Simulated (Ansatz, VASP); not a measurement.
KAs2 in VASP and in Ansatz

```
CELL_PARAMETERS angstrom
-2.52391 2.52391 6.96898
2.52391 -2.52391 6.96898
2.52391 2.52391 -6.96898
ATOMIC_POSITIONS crystal
K 0.00000 0.00000 0.00000
K 0.75000 0.25000 0.50000
As 0.41489 0.41489 0.00000
As 0.16489 0.66489 0.50000
As 0.33511 0.83511 0.50000
As 0.58511 0.58511 0.00000
```

Alike in both runs: functional PBE; k mesh 6 × 6 × 6; occupations gaussian, width 0.1 eV; no spin polarisation.

Ansatz relaxed the structure, and its values are those at the end. VASP's run is a single point on that final structure, the one shown.

```csv
,VASP,Ansatz
version,VASP 6.6.1,Ansatz 0.2.0
potentials or method,"VASP PAW PBE potentials, release 64 (K_sv, As)","scalar-relativistic, plane waves, PAW"
plane-wave cutoff (eV),520,420
valence electrons in the cell,38,78
```

Ansatz gave:

* gap on the k mesh at the Fermi level (eV): none
* pressure (GPa): 0.1
* rms of the force components (eV/Å): 0.003

Question: Which values does VASP return?

Answer: gap on the k mesh at the Fermi level (eV): none; pressure (GPa): 0.2; rms of the force components (eV/Å): 0.024.

A gap of «none» marks a metal or a gap that the smearing closes. The two sets of potentials don't hold the same shells in valence.
